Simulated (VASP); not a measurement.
Given:

```
AlNi
1.0
    2.89000     0.00000     0.00000
    0.00000     2.89000     0.00000
    0.00000     0.00000     2.89000
Al Ni
1 1
Cartesian
  1.44500   1.44500   1.44500
  0.00000   0.00000   0.00000
```

The numbers are results of PBEsol GGA, VASP's PBE PAW potentials (set 64) (plane waves; VASP), not measurements. Run with 400 eV cut-off, 11×11×11 Γ-centred mesh, first-order Methfessel-Paxton smearing of 0.10 eV, potentials Al Ni.

Energy and stress use the plane-wave basis of the starting cell.

The ions, cell shape and volume are relaxed. Give the cell that the relaxation ends in.

```
AlNi
1.0
    2.86280     0.00000     0.00000
    0.00000     2.86280     0.00000
    0.00000     0.00000     2.86280
Al Ni
1 1
Direct
  0.50000   0.50000   0.50000
  0.00000   0.00000   0.00000
```
Space group Pm-3m (221), at a tolerance of 0.03 Å.

How do energy and volume change from the first to the last step?

The energy (σ→0) changes by -5.0 meV/atom and the volume by -2.8 %, in 3 ionic steps.

```json
[
 {"step": "1", "E(σ→0) (eV)": "-11.5730", "max force (eV/Å)": "0.000", "pressure (GPa)": "-4.54", "volume (Å³)": "24.14"},
 {"step": "2", "E(σ→0) (eV)": "-11.5768", "max force (eV/Å)": "0.000", "pressure (GPa)": "3.93", "volume (Å³)": "22.96"},
 {"step": "3", "E(σ→0) (eV)": "-11.5830", "max force (eV/Å)": "0.000", "pressure (GPa)": "0.04", "volume (Å³)": "23.46"}
]
```

The compound is NiAl in the CsCl type structure. This run relaxes it. Symmetry was kept, so distortions that lower it aren't found. The run is not spin-polarised, so no magnetic state was tried. The electron count is odd and the run is not spin-polarised, which forces a metal.
